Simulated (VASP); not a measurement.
Given:

```
CELL_PARAMETERS angstrom
      0.00000     2.85738     2.85738
      2.85738     0.00000     2.85738
      2.85738     2.85738     0.00000
ATOMIC_POSITIONS crystal
  Al 0.00000 0.00000 0.00000
  As 0.25000 0.25000 0.25000
```

Method: RPBE GGA, VASP's PBE PAW potentials (set 64) (plane waves; VASP). Run with 520 eV cut-off, 8×8×8 Γ-centred mesh, Gaussian smearing of 0.050 eV, potentials Al As.

The job: AlAs (zinc blende), 2 atoms, RPBE, static run, 520 eV, 8×8×8 Γ-centred mesh. Roughly how much core time does it take on a busy server core?

About 6 core-seconds (one run on a shared machine, a rough figure). It had 29 irreducible k-points, 8 bands, up to 1283 plane waves and 14 electronic steps.

The compound is AlAs in the zinc blende structure. This cell is one point of a volume scan, at 0.97 of the reference volume.
